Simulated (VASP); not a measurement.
The system is Al2InN3.

```
CELL_PARAMETERS angstrom
5.51580 0.00000 0.00000
-2.75790 4.77682 0.00000
0.00000 0.00000 3.15638
ATOMIC_POSITIONS crystal
Al 0.33333 0.66667 0.00000
Al 0.66667 0.33333 0.00000
In 0.00000 0.00000 0.00000
N 0.50000 0.00000 0.50000
N 0.50000 0.50000 0.50000
N 0.00000 0.50000 0.50000
```

The cell was built by a generator and needn't be a form met in nature.

```yaml
Program: VASP 6.6.1
Task: relaxation of cell and atoms
Functional: PBE
Potentials_or_basis: VASP PAW PBE potentials, release 64 (Al, In_d, N)
Cutoff: 520 eV
k_mesh: 3 × 3 × 4
Occupations: gaussian, width 0.15 eV
Spin: no spin polarisation
```

At the start: pressure -21.4 GPa; volume 13.86 Å³/atom.

Question: Where does the relaxation end?

Answer: Over 4 steps the energy falls by 324.8 meV/atom and the volume is 11.24 Å³/atom (-18.9 %); space group P6/mmm (No. 191, to 0.05 Å).

The path:
```tsv
step	energy change (eV)	largest force (eV/Å)	pressure (GPa)	volume (Å³)
1	0.0000	0.0000	-21.39	83.16
2	-1.6851	0.0000	16.11	62.32
3	-1.9459	0.0000	1.68	66.83
4	-1.9489	0.0000	0.32	67.44
```

Final structure:
```
CELL_PARAMETERS angstrom
5.33991 0.00000 0.00000
-2.66995 4.62450 0.00000
0.00000 0.00000 2.73092
ATOMIC_POSITIONS crystal
Al 0.33333 0.66667 0.00000
Al 0.66667 0.33333 0.00000
In 0.00000 0.00000 0.00000
N 0.50000 0.00000 0.50000
N 0.50000 0.50000 0.50000
N 0.00000 0.50000 0.50000
```

Caveat: the k mesh is coarse (spacing up to 0.50 Å⁻¹), so the values aren't converged; the volume moved by over 15 % at a fixed basis, so the end points are rough.
